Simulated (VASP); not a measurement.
Write the native input for VASP 6.6.1 that does the following.

```
Task                   : relaxation of cell and atoms
Functional             : LDA
Potentials or basis    : VASP PAW LDA potentials, release 64 (Sn_d, O)
Cutoff                 : 600 eV
k mesh                 : 8 × 8 × 6
Occupations            : gaussian, width 0.03 eV
Spin                   : no spin polarisation
Further INCAR settings : ALGO = Normal; EDIFF = 1e-06; IBRION = 2; EDIFFG = -0.01; NSW = 90; ISIF = 3
```

The structure of SnO (Romarchite) lies in POSCAR:

```
SnO
1.0
    3.7986000000      0.0000000000      0.0000000000
    0.0000000000      3.7986000000      0.0000000000
    0.0000000000      0.0000000000      4.8408000000
Sn O
2 2
Direct
    0.5000000000      0.0000000000      0.2369000000
    0.0000000000      0.5000000000      0.7631000000
    0.0000000000      0.0000000000      0.0000000000
    0.5000000000      0.5000000000      0.0000000000
```

The input as run:

INCAR

```
  PREC = Accurate
  ENCUT = 600
  EDIFF = 1E-6
  ISMEAR = 0
  SIGMA = 0.03
  LREAL = False
  LASPH = True
  NELM = 80
  ALGO = Normal
  ISIF = 3
  LWAVE = False
  LCHARG = False
  IBRION = 2
  NSW = 90
  EDIFFG = -0.01
  KPAR = 2
```

KPOINTS

```
regular mesh
0
Gamma
  8 8 6
```

Potentials or basis: VASP PAW LDA potentials, release 64 (Sn_d, O).

The run is started by

```bash
$ cat potpaw_LDA.64/Sn_d/POTCAR potpaw_LDA.64/O/POTCAR > POTCAR
$ mpirun -np 2 vasp_std > vasp.out
```

Results of the run:

```
Relaxed volume                         : 16.45 Å³/atom
Relaxed cell                           : a = 3.768 Å, b = 3.768 Å, c = 4.634 Å, α = 90.00°, β = 90.00°, γ = 90.00°
Space group after relaxing (to 0.05 Å) : P4/nmm (No. 129)
Energy gained by relaxing              : 6.8 meV/atom
Ionic steps                            : 12
Pressure after relaxing                : 0.0 GPa
Band gap on the k mesh                 : none (metal or under the smearing width)
```

Wall time 5.4 min on 2 MPI ranks on Intel(R) Xeon(R) Platinum 8259CL CPU @ 2.50GHz (Skylake/Cascade Lake), on a shared host, peak memory 0.23 GiB a rank.
